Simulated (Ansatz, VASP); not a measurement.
# Al3GaN4 (Al3GaN4 (Pm)): VASP beside Ansatz, part 2 of 2

One calculation is typed for both programs; each brings its own data sets. How far apart do they land? Of the first pair: The cell is taken from a series of runs on this material, whose earlier steps may have relaxed, scaled, displaced or heated it; both programs get it as it stands.

VASP 6.6.1 and Ansatz 0.2.0.

So far. Step 2 (VASP: single point, PBEsol, pair 1): The run ends at a pressure of -0.03 GPa, with forces up to 0.016 eV/Å.

## (4) Comparison

Known differences besides the potentials themselves: the cutoff is 420 eV in Ansatz and 520 eV in VASP (PREC = Accurate, projectors in real space); Ansatz makes its cores anew for this functional, VASP keeps those of its PBE data sets. Total energies have different zeros and are not compared.

The two programs side by side:

| quantity | Ansatz | VASP | difference |
| --- | --- | --- | --- |
| gap on the k mesh (eV) | 4.386 | 4.400 | -0.014 |

At this near-relaxed geometry the largest component of a force difference is 12 meV/Å. A gap on the mesh is an upper bound, since the band edges may lie between its points.

## (5) Ansatz: relaxation, PBEsol

The two programs are compared at the cell with which this relaxation starts, whose forces are those of its first step. This pair takes another cell of the material, with 95 atoms against 48 for the pair before.

The structure compared here is the start of the Ansatz relaxation; VASP solves that cell, so the two are compared at the walk's first step.

File input.yaml:

```yaml
crystal:
  lattice:
    - [5.04346018, 0.0, 0.00012639]
    - [0.0, 3.13005226, 0.0]
    - [-0.00322408, 0.0, 5.41800952]
  atoms:
    - { symbol: Al, position: [0.50022857, 0.5, 0.16733093] }
    - { symbol: Al, position: [0.00091951, 0.5, 0.83480524] }
    - { symbol: Al, position: [0.00108727, 0.0, 0.33169215] }
    - { symbol: Ga, position: [0.49941951, 0.0, 0.66620202] }
    - { symbol: "N", position: [0.11117457, 0.0, 0.66632662] }
    - { symbol: "N", position: [0.12245535, 0.5, 0.16715505] }
    - { symbol: "N", position: [0.6251239, 0.5, 0.84019356] }
    - { symbol: "N", position: [0.62319033, 0.0, 0.32629544] }
  supercell: [2, 3, 2]
  defects: [{ vacancy: 22 }]
total_charge: 1
basis:
  ecutwfc: 420
  xc_grid: 2
hamiltonian:
  xc: pbesol
kpoints:
  mp_grid: { grid: [1, 1, 1], shift: [0.25, 0.25, 0.25] }
scf:
  occupations: { method: fixed }
  max_iter: 60
output:
  forces: true
  charged_corrections: { epsilon: [4.99, 4.79, 4.8], static_epsilon: [9.98, 8.63, 8.67] }
relax:
  f_tol: 0.02
  max_steps: 80
  random_displacement: { amplitude: 0.05, seed: 1141 }
checkpoint:
  write: "../qp1.relax.run"
  compress: false
  write_wavefunctions: true
  write_every: 100000
```

Command:

```console
$ ansatz run input.yaml --threads 4 --pin off --max-ram 7536MiB --backend cpu --events-out ev --progress --plain --runs-dir out
```

Numbers of over 12 decimals in the logs are rounded to 6 here.

Log:

```text
[...]
Crystal: 95 atoms, lattice volume = 1026.364 Å³
Basis set: ecut = 420 eV, 20007 PW (Γ), exchange–correlation on 144×128×150 points (8 copies of the dense FFT grid, shifted against one another)
Bands: 344, of which v1, the nominal top of the filled ones, is band 249 counted from 1 (248 counted from 0)
Symmetry: 1 space group operations
k-points: 1
[...]
SCF iter   1: F=—  HF=-81713.598198 eV  |F-HF|=—  |Δ(HF+E_count)|=         —  Δρ=9.60e-3  dr2=1.44e0  ethr=1.77e-3  ⟨swp⟩=5.0  Hψ=1147  notcnv=0  defer=92
[...]
- { symbol: Al, position: [0.500488, 0.666368, 0.164283] }
    - { symbol: Ga, position: [0.751274, 0.667790, 0.331955] }
[...]
- { symbol: Al, position: [0.749999, 0.833430, 0.583318] }
    - { symbol: Al, position: [0.500604, 0.833226, 0.917045] }
    - { symbol: Al, position: [0.500462, 0.667615, 0.665614] }
    - { symbol: Ga, position: [0.749404, 0.666616, 0.833119] }
    - { symbol: N, position: [0.555164, 0.666438, 0.832295] }
    - { symbol: N, position: [0.560945, 0.833101, 0.582872] }
    - { symbol: N, position: [0.812468, 0.833110, 0.919707] }
    - { symbol: N, position: [0.810802, 0.666294, 0.662705] }
```

## (6) VASP: single point, PBEsol, start cell, pair 2

The same cell, functional and mesh now go to VASP, with its own data sets.

File INCAR:

```
SYSTEM = Al36Ga12N47
PREC = Accurate
ENCUT = 520
EDIFF = 1E-06
NELM = 120
ISMEAR = 0
SIGMA = 0.01
LREAL = Auto
ALGO = Normal
GGA = PS
NELECT = 498
NBANDS = 320
LORBIT = 11
LWAVE = .FALSE.
LCHARG = .FALSE.
ISIF = 2
ISYM = 0
LASPH = .TRUE.
GGA_COMPAT = .FALSE.
EFERMI = MIDGAP
NCORE = 2
```

File POSCAR:

```
Al36Ga12N47
1.0
   10.0869203595      0.0000000000      0.0002527838
    0.0000000000      9.3901567821      0.0000000000
   -0.0064481587      0.0000000000     10.8360190400
Al Ga N
36 12 47
Direct
    0.2548404189      0.1671837901      0.0823506841
    0.9988900415      0.1619130580      0.4159229754
[... 1 atom line left out ...]
    0.2524705232      0.1620521398      0.5829665079
[... 2 atom lines left out ...]
    0.2528149840      0.5043289596      0.0846147547
    0.0017399520      0.4973768925      0.4135687233
    0.0022580366      0.3377330191      0.1678984157
    0.2457376036      0.5024943789      0.5835212044
[... 1 atom line left out ...]
    0.0007986678      0.3386452510      0.6656316099
    0.2548226192      0.8322287030      0.0847475979
    0.9996628807      0.8325391345      0.4219041207
    0.9961186691      0.6660358442      0.1678501094
    0.2504706997      0.8381444722      0.5817165568
[... 1 atom line left out ...]
    0.0016906343      0.6647131826      0.6700042281
[... 1 atom line left out ...]
    0.5001887860      0.1617257342      0.4191039665
[... 5 atom lines left out ...]
    0.5007607000      0.4956646740      0.4147385123
    0.4986177796      0.3297226097      0.1629663026
    0.7512842451      0.5036976602      0.5805296266
[... 1 atom line left out ...]
    0.4980579802      0.3330978462      0.6698317041
[... 1 atom line left out ...]
    0.4985471420      0.8377377697      0.4155165249
    0.4986216938      0.6658900533      0.1616453376
[... 2 atom lines left out ...]
    0.4997085612      0.6718378773      0.6650672775
    0.2510059910      0.0023803649      0.3291545111
[... 1 atom line left out ...]
    0.2502605937      0.3370967145      0.3363250586
    0.2464646536      0.3317273686      0.8299008764
    0.2478898988      0.6706045646      0.3357032065
    0.2535744155      0.6674955643      0.8303043643
[... 2 atom lines left out ...]
    0.7491604508      0.3323765590      0.3285904732
[... 1 atom line left out ...]
    0.7526559763      0.6705574940      0.3346522120
[... 3 atom lines left out ...]
    0.3138612539      0.1624760944      0.4226744752
[... 2 atom lines left out ...]
    0.0620628916      0.1654724235      0.5791489742
[... 2 atom lines left out ...]
    0.0589175499      0.3319637864      0.3299599321
    0.0621441740      0.5051364008      0.0827110295
    0.3148369975      0.3327780433      0.1596920795
[... 1 atom line left out ...]
    0.0581062196      0.5040970145      0.5830827067
[... 1 atom line left out ...]
    0.3073163032      0.3334428884      0.6654729277
    0.0548076044      0.6664050607      0.3286117468
[... 1 atom line left out ...]
    0.3147184799      0.8285579443      0.4204676484
    0.3127000067      0.6707287371      0.1659487629
[... 1 atom line left out ...]
    0.0569900529      0.8312081663      0.5820459129
[... 1 atom line left out ...]
    0.3100001560      0.6629760444      0.6601706411
[... 5 atom lines left out ...]
    0.5621776307      0.1634500931      0.5800087530
[... 2 atom lines left out ...]
    0.5546096198      0.3374716816      0.3359200266
    0.5635876848      0.5000568264      0.0876362002
[... 3 atom lines left out ...]
    0.5603172606      0.4971177914      0.5797909119
[... 2 atom lines left out ...]
    0.5521761136      0.6673921581      0.3364498904
[... 4 atom lines left out ...]
    0.5582520504      0.8291083078      0.5840385532
[... 1 atom line left out ...]
    0.8082080402      0.6628179001      0.6636212682
```

File KPOINTS:

```
Points of the shifted mesh
1
Reciprocal
 0.2500000000  0.2500000000  0.2500000000 1
```

PAW data sets: Al, Ga_d and N (PBE family, release 64).

Command:

```console
$ mpirun -np 8 vasp_std
```

Log:

```text
[banner, memory and clock lines left out]
running    8 mpi-ranks, on    1 nodes
[...]
[... a notice as in an earlier step ...]

 LDA part: xc-table for (Slater+PW92), standard interpolation
 POSCAR, INCAR and KPOINTS ok, starting setup
[...]
entering main loop
       N       E                     dE             d eps       ncg     rms          rms(c)
DAV:   1     0.702046362223E+04    0.70205E+04   -0.18039E+05   640   0.196E+03
DAV:   2     0.131950518928E+04   -0.57010E+04   -0.53105E+04   656   0.575E+02
DAV:   3    -0.582593010632E+03   -0.19021E+04   -0.17522E+04   912   0.245E+02
DAV:   4    -0.804975277091E+03   -0.22238E+03   -0.21914E+03   904   0.905E+01
DAV:   5    -0.816536535183E+03   -0.11561E+02   -0.11482E+02   968   0.237E+01BRMIX: very serious problems
 the old and the new charge density differ
 old charge density:   499.00000 new  498.00000
    0.551E+01
DAV:   6    -0.713045123330E+03    0.10349E+03   -0.36553E+02  1168   0.605E+01    0.189E+01
DAV:   7    -0.714452048388E+03   -0.14069E+01   -0.40040E+01   752   0.137E+01    0.131E+01
DAV:   8    -0.713849592797E+03    0.60246E+00   -0.62422E+00  1064   0.145E+01    0.272E+00
DAV:   9    -0.713643666766E+03    0.20593E+00   -0.12709E+00  1088   0.960E+00    0.115E+00
[...]
DAV:  17    -0.713671899506E+03   -0.55258E-05   -0.11062E-04  1000   0.332E-02    0.960E-03
DAV:  18    -0.713671900357E+03   -0.85087E-06   -0.14120E-05   616   0.148E-02    0.776E-03
DAV:  19    -0.713671900103E+03    0.25442E-06   -0.28134E-06   496   0.188E-02
   1 F= -.71367190E+03 E0= -.71367190E+03  d E =0.000000E+00
```

From OUTCAR (step 6):

```text
  FREE ENERGIE OF THE ION-ELECTRON SYSTEM (eV)
  ---------------------------------------------------
  free  energy   TOTEN  =      -713.6719001025 eV

  energy  without entropy=     -713.6719001025  energy(sigma->0) =     -713.67190010
```

The cell is charged against a uniform background.

The run ends at a pressure of -1.33 GPa, with forces up to 1.9 eV/Å.

## (7) Comparison

What differs besides the data sets and the points named for the pairs above, as far as they apply: fixed occupations in Ansatz, narrow Gaussian smearing in VASP. Total energies have different zeros and are not compared.

Forces on 9 of the 95 atoms, those with the largest forces and the largest differences (eV/Å; atoms numbered as in POSCAR):

```csv
atom,"Ansatz x, y, z","VASP x, y, z"
Al15,"0.897, 0.623, -1.475","0.900, 0.627, -1.480"
Al25,"1.640, 0.284, 0.249","1.652, 0.285, 0.254"
Al27,"0.562, 1.048, 1.216","0.566, 1.057, 1.226"
Al28,"-0.549, -1.270, 1.019","-0.554, -1.283, 1.026"
Ga38,"-0.010, -0.358, 1.653","-0.003, -0.354, 1.644"
N78,"0.928, 0.409, -0.546","0.924, 0.401, -0.576"
N80,"-0.411, -1.465, -1.028","-0.407, -1.489, -1.042"
N82,"0.621, -0.634, -1.584","0.617, -0.628, -1.603"
N90,"-0.235, -0.212, 0.938","-0.261, -0.211, 0.917"
```

The forces differ by 8.6 meV/Å r.m.s., which is 1.2 % of the r.m.s. force of 0.715 eV/Å (both taken over all components). The cell carries a charge of +1 e against a uniform background, so its pressure also hangs on how the neutralising background is counted, and in a defect's cell a gap may be the spacing between its levels.

## (8) Ansatz: relaxation, PBEsol

The two programs are compared at the cell with which this relaxation starts, whose forces are those of its first step.

The structure compared here is the start of the Ansatz relaxation; VASP solves that cell, so the two are compared at the walk's first step.

Changes to input.yaml since step 5:

```diff
@@ -16,3 +16,3 @@
   defects: [{ vacancy: 22 }]
-total_charge: 1
+total_charge: 3
 basis:
@@ -33,5 +33,5 @@
   max_steps: 80
-  random_displacement: { amplitude: 0.05, seed: 1141 }
+  random_displacement: { amplitude: 0.05, seed: 1143 }
 checkpoint:
-  write: "../qp1.relax.run"
+  write: "../qp3.relax.run"
   compress: false
```

Command:

```console
$ ansatz run input.yaml --threads 4 --pin off --max-ram 7536MiB --backend cpu --events-out ev --progress --plain --runs-dir out
```

Log:

```text
[...]
Crystal: 95 atoms, lattice volume = 1026.364 Å³
Basis set: ecut = 420 eV, 20007 PW (Γ), exchange–correlation on 144×128×150 points (8 copies of the dense FFT grid, shifted against one another)
Bands: 343, of which v1, the nominal top of the filled ones, is band 248 counted from 1 (247 counted from 0)
Symmetry: 1 space group operations
k-points: 1
[...]
SCF iter   1: F=—  HF=-81730.384937 eV  |F-HF|=—  |Δ(HF+E_count)|=         —  Δρ=1.67e-2  dr2=8.90e0  ethr=1.77e-3  ⟨swp⟩=5.0  Hψ=1066  notcnv=0  defer=92
[...]
- { symbol: Al, position: [0.502162, 0.666914, 0.164592] }
    - { symbol: Ga, position: [0.754099, 0.674307, 0.328926] }
[...]
- { symbol: Al, position: [0.748573, 0.834388, 0.584898] }
    - { symbol: Al, position: [0.502079, 0.834185, 0.916925] }
    - { symbol: Al, position: [0.501643, 0.667792, 0.666657] }
    - { symbol: Ga, position: [0.748622, 0.667564, 0.834996] }
    - { symbol: N, position: [0.554979, 0.666806, 0.833203] }
    - { symbol: N, position: [0.559989, 0.833163, 0.583551] }
    - { symbol: N, position: [0.812643, 0.833941, 0.920059] }
    - { symbol: N, position: [0.810904, 0.668404, 0.664593] }
```

## (9) VASP: single point, PBEsol, start cell, pair 3

The same cell, functional and mesh now go to VASP, with its own data sets.

Changes to INCAR since step 6:

```diff
@@ -10,3 +10,3 @@
 GGA = PS
-NELECT = 498
+NELECT = 496
 NBANDS = 320
```

File POSCAR:

```
Al36Ga12N47
1.0
   10.0869203595      0.0000000000      0.0002527838
    0.0000000000      9.3901567821      0.0000000000
   -0.0064481587      0.0000000000     10.8360190400
Al Ga N
36 12 47
Direct
    0.2537788047      0.1633721391      0.0824408711
    0.9969281438      0.1703350686      0.4180156716
[... 1 atom line left out ...]
    0.2511690258      0.1655451593      0.5880685965
[... 2 atom lines left out ...]
    0.2481983395      0.4955331533      0.0854327827
    0.9984811102      0.5016828909      0.4213729569
    0.9969668929      0.3366579572      0.1672245831
    0.2512690951      0.5025382546      0.5797548399
[... 1 atom line left out ...]
    0.0004754930      0.3346822713      0.6703092578
[... 1 atom line left out ...]
    0.9968616357      0.8312668448      0.4147803522
    0.9988802798      0.6716045479      0.1650814083
    0.2487115004      0.8334001425      0.5880899716
[... 1 atom line left out ...]
    0.9979937212      0.6649515173      0.6621775470
[... 1 atom line left out ...]
    0.4975226439      0.1623897274      0.4176830271
[... 5 atom lines left out ...]
    0.4993584772      0.5035275885      0.4141012261
    0.5044206628      0.3300161086      0.1657920205
    0.7485036253      0.4963027890      0.5807018027
[... 1 atom line left out ...]
    0.4963134929      0.3338765340      0.6682025487
[... 1 atom line left out ...]
    0.5015656854      0.8364102094      0.4137807617
    0.4967483726      0.6651337294      0.1631897677
[... 2 atom lines left out ...]
    0.5035319754      0.6673356096      0.6694832012
    0.2473289249      0.9972985542      0.3364011696
[... 1 atom line left out ...]
    0.2452498961      0.3328501400      0.3311287099
    0.2524092036      0.3373021424      0.8313280146
    0.2470932312      0.6696205554      0.3301320832
    0.2498320644      0.6683760608      0.8374696291
[... 2 atom lines left out ...]
    0.7491227824      0.3376525093      0.3304580419
[... 1 atom line left out ...]
    0.7456462503      0.6679212228      0.3306903116
[... 3 atom lines left out ...]
    0.3085845643      0.1691487200      0.4218141347
[... 2 atom lines left out ...]
    0.0591179420      0.1619313751      0.5843486462
[... 2 atom lines left out ...]
    0.0546974168      0.3280995271      0.3333490058
    0.0633845683      0.4970607103      0.0868607718
    0.3107104273      0.3372672122      0.1661459297
[... 1 atom line left out ...]
    0.0579896990      0.5001421285      0.5800842835
[... 1 atom line left out ...]
    0.3114832293      0.3280279628      0.6635270052
    0.0535631640      0.6670245391      0.3373628679
[... 1 atom line left out ...]
    0.3129546023      0.8295322624      0.4168863928
    0.3071331901      0.6666955776      0.1611356860
[... 1 atom line left out ...]
    0.0644294680      0.8360489800      0.5862002171
[... 1 atom line left out ...]
    0.3145480244      0.6701038274      0.6609438818
[... 5 atom lines left out ...]
    0.5577622352      0.1686208268      0.5864071467
[... 2 atom lines left out ...]
    0.5531082903      0.3344542666      0.3370379075
    0.5584845844      0.5018145180      0.0870829795
[... 3 atom lines left out ...]
    0.5623658771      0.5022117425      0.5795166860
[... 2 atom lines left out ...]
    0.5572354607      0.6715552409      0.3341595402
[... 4 atom lines left out ...]
    0.5569693500      0.8313575781      0.5852021101
[... 1 atom line left out ...]
    0.8142086321      0.6622156737      0.6638527631
```

KPOINTS is that of step 6.

Command:

```console
$ mpirun -np 8 vasp_std
```

Log:

```text
[... set-up lines as in an earlier step ...]
 entering main loop
       N       E                     dE             d eps       ncg     rms          rms(c)
DAV:   1     0.692883318242E+04    0.69288E+04   -0.17975E+05   640   0.195E+03
DAV:   2     0.119417490715E+04   -0.57347E+04   -0.53571E+04   672   0.573E+02
DAV:   3    -0.599492042836E+03   -0.17937E+04   -0.16554E+04   880   0.241E+02
DAV:   4    -0.820827321219E+03   -0.22134E+03   -0.21841E+03   960   0.893E+01
DAV:   5    -0.828178406334E+03   -0.73511E+01   -0.72722E+01   864   0.195E+01BRMIX: very serious problems
 the old and the new charge density differ
 old charge density:   499.00000 new  496.00000
    0.546E+01
DAV:   6    -0.724321250278E+03    0.10386E+03   -0.34012E+02  1200   0.638E+01    0.186E+01
DAV:   7    -0.725925465249E+03   -0.16042E+01   -0.38947E+01   840   0.169E+01    0.135E+01
DAV:   8    -0.725583515666E+03    0.34195E+00   -0.43654E+00   800   0.170E+01    0.745E+00
DAV:   9    -0.725288826200E+03    0.29469E+00   -0.23811E+00   952   0.926E+00    0.205E+00
[...]
DAV:  19    -0.725223265188E+03    0.99464E-06   -0.32048E-05   792   0.226E-02    0.809E-03
DAV:  20    -0.725223265329E+03   -0.14096E-06   -0.10604E-05   928   0.187E-02    0.626E-03
DAV:  21    -0.725223264972E+03    0.35696E-06   -0.18526E-06   424   0.919E-03
   1 F= -.72522326E+03 E0= -.72522304E+03  d E =-.451415E-03
```

Parts of OUTCAR (step 9):

```text
  FREE ENERGIE OF THE ION-ELECTRON SYSTEM (eV)
  ---------------------------------------------------
  free  energy   TOTEN  =      -725.2232649724 eV

  energy  without entropy=     -725.2228135573  energy(sigma->0) =     -725.22303926
```

The run ends at a pressure of -4.47 GPa, with forces up to 1.9 eV/Å.

## (10) Differences

Forces on 10 of the 95 atoms, those with the largest forces and the largest differences (eV/Å; atoms numbered as in POSCAR):

```
atom          Ansatz x, y, z            VASP x, y, z
 Al5   -0.088, -0.933, 1.440   -0.088, -0.932, 1.447
Al10   -0.513, -0.140, 1.651   -0.508, -0.149, 1.633
Al11    -0.358, 1.455, 1.148    -0.360, 1.467, 1.152
Al14     0.715, 1.225, 0.978     0.719, 1.224, 0.978
Al18     0.999, 1.055, 0.855     1.003, 1.050, 0.858
Al26    1.526, -0.120, 0.320    1.502, -0.122, 0.319
 N55    -0.380, 0.764, 0.821    -0.400, 0.745, 0.808
 N57     0.208, 1.765, 0.472     0.215, 1.776, 0.469
 N63   -0.378, 1.680, -0.698   -0.383, 1.681, -0.678
 N88  -1.230, -0.693, -0.644  -1.208, -0.689, -0.655
```

The forces differ by 8.2 meV/Å r.m.s., which is 1.2 % of the r.m.s. force of 0.665 eV/Å (both taken over all components). The cell carries a charge of +3 e against a uniform background, so its pressure also hangs on how the neutralising background is counted, and in a defect's cell a gap may be the spacing between its levels.

## (11) Results

```
difference in gap on the k mesh (single point, PBEsol, pair 1)     : -0.014 eV
r.m.s. force difference (single point, PBEsol, start cell, pair 2) : 1.2 % of the r.m.s. force
r.m.s. force difference (single point, PBEsol, start cell, pair 3) : 1.2 % of the r.m.s. force
```

**Reading.** The r.m.s. force difference is 1.2 % of the r.m.s. force (single point, PBEsol, start cell, pair 3), within the 3 % picked in this series as the mark of a large difference. 2 further runs of this series are not shown here. Such differences can come from data sets, numerical settings and the points named under the comparisons, not from the functional's error against experiment.

[Lines on the potential files, build, host, timing and source positions are cut from VASP's logs without a mark.]

[Logs are printed without paths, hosts, clocks, repeated set-up lines and the standing remarks that a program may print on its own settings, such as how far it seeks lower states.]

[Hosts, paths, dates, database ids (printed as entryN), source tags and the programs' standing remarks are cut or masked in the printed files.]
